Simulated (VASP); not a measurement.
An input for Ansatz (written as the equivalent of a VASP run, and not itself run):

Ansatz 0.2 input:
```yaml
crystal:
  lattice:
    - [0.0000000, 2.9429550, 2.9429550]
    - [2.9429550, 0.0000000, 2.9429550]
    - [2.9429550, 2.9429550, 0.0000000]
  atoms:
    - { symbol: Cd, position: [-0.0055360, 0.0024410, -0.0020800] }
    - { symbol: S, position: [0.2555360, 0.2475590, 0.2520800] }
kpoints:
  mp_grid: { grid: [7, 7, 7] }
hamiltonian:
  xc: lda
  pseudopotentials: { kind: paw }
scf:
  occupations: { method: fermi_dirac, width: 0.05 }
  max_iter: 100
output: { forces: true, stress: true, eigenvalues: true }
```

### Question
Write the VASP files for the same calculation (LDA).

### Answer
One answer among several that fit: 
INCAR:
```
EDIFF = 1E-6
NELM = 100
LREAL = .FALSE.   # projection in real space or not
LMAXMIX = 4   # l cut-off of mixed one-centre charges
PREC = Accurate
ISIF = 2   # forces and stress, cell fixed
SYSTEM = CdS
LCHARG = .FALSE.
ALGO = Normal   # blocked Davidson
ISMEAR = -1   # Fermi-Dirac
LWAVE = .FALSE.
ENCUT = 300   # plane-wave cut-off (eV)
SIGMA = 0.05   # width (eV)
LASPH = .TRUE.   # aspherical one-centre terms
```

File KPOINTS:
```
Automatic mesh
0
Gamma
7 7 7
0 0 0
```

POSCAR:
```
CdS
1
    0.0000000000     2.9429550000     2.9429550000
    2.9429550000     0.0000000000     2.9429550000
    2.9429550000     2.9429550000     0.0000000000
Cd S
1 1
Direct
 -0.0055360000   0.0024410000  -0.0020800000
  0.2555360000   0.2475590000   0.2520800000
```

POTCAR, in this order: Cd S (LDA.64 set). Program: vasp_std.

Limits of the translation: each code has its own PAW files, so the cut-off isn't converted (ENCUT is set for VASP's; basis.ecutwfc is left out, and Ansatz then takes the one that its files recommend); Ansatz stops its SCF on the density residual and VASP on the energy change (EDIFF); Ansatz's lda is the Perdew-Wang form, while the LDA potentials of VASP carry Perdew-Zunger's.

The structure comes from a computed database's CdS entry; how it stands against other phases isn't given here. The cell was not relaxed at this level, atoms are displaced from their ideal sites. The run is one of a series of settings (GGA removed, POTCAR Cd S (LDA.64 set) against the base run), some of them coarse on purpose.
